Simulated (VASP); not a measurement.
Level of theory: RPBE GGA, VASP's PBE PAW potentials (set 64) (plane waves; VASP 6.6.1).

VASP input:

**POSCAR**
```
MnO2
1
    4.4689440535     0.0000000000     0.0000000000
    0.0000000000     4.4689440535     0.0000000000
    0.0000000000     0.0000000000     2.9039777216
Mn O
2 4
Direct
  1.0000000000   1.0000000000   0.0000000000
  0.5000000000   0.5000000000   0.5000000000
  0.3050806662   0.3050806662   0.0000000000
  0.8050806662   0.1949193338   0.5000000000
  0.1949193338   0.8050806662   0.5000000000
  0.6949193338   0.6949193338   0.0000000000
```

**INCAR**
```
# general
SYSTEM   =  MnO2
PREC     =  Accurate
ENCUT    =  520
LREAL    =  .FALSE.
LASPH    =  .TRUE.

# electronic loop
EDIFF    =  1E-6
NELM     =  100
ALGO     =  Normal
LMAXMIX  =  4

# smearing
ISMEAR   =  1
SIGMA    =  0.1

# functional
GGA      =  RP

# spin
ISPIN    =  2
MAGMOM   =  3.0 -3.0 4*0.0

# ions
IBRION   =  2
NSW      =  60
ISIF     =  3
EDIFFG   =  -0.02

# output
LWAVE    =  .FALSE.
LCHARG   =  .FALSE.
LORBIT   =  10
```

### KPOINTS
```
K-points
0
Gamma
 6 6 10
```

POTCAR, in this order: Mn_pv O (PBE.64 set). Program: vasp_std.

### Question
Estimate the energy per atom (σ→0), cell moment, volume per atom, band gap (on the k-mesh).

### Answer

```
Property                                                    Result
------------------------  ----------------------------------------
energy per atom (σ→0)                               -7.560 eV/atom
cell moment                                                0.00 μB
band gap (on the k-mesh)  none (metal, semimetal or under 0.01 eV)
volume per atom                                      9.68 Å^3/atom
```

OSZICAR:
```
...
DAV:   1    -0.453638234849E+02   -0.88244E-03   -0.16500E-02  7200   0.148E+00    0.281E-01
DAV:   2    -0.453637468195E+02    0.76665E-04   -0.78003E-03  8704   0.122E+00    0.352E-01
DAV:   3    -0.453630118077E+02    0.73501E-03   -0.28945E-03  9006   0.700E-01    0.686E-02
DAV:   4    -0.453629935866E+02    0.18221E-04   -0.45567E-04  7200   0.147E-01    0.361E-02
DAV:   5    -0.453629883267E+02    0.52598E-05   -0.20009E-05  9394   0.401E-02    0.177E-02
DAV:   6    -0.453629875064E+02    0.82030E-06   -0.10065E-05  7166   0.268E-02    0.739E-03
DAV:   7    -0.453629872310E+02    0.27542E-06   -0.77367E-07  3618   0.868E-03
   3 F= -.45362987E+02 E0= -.45362911E+02  d E =-.568966E-04  mag=    -0.0000
```

The compound is MnO2 in the rutile structure. This run relaxes it. Symmetry was kept, so distortions that lower it aren't found. The start is the result of an earlier pass.
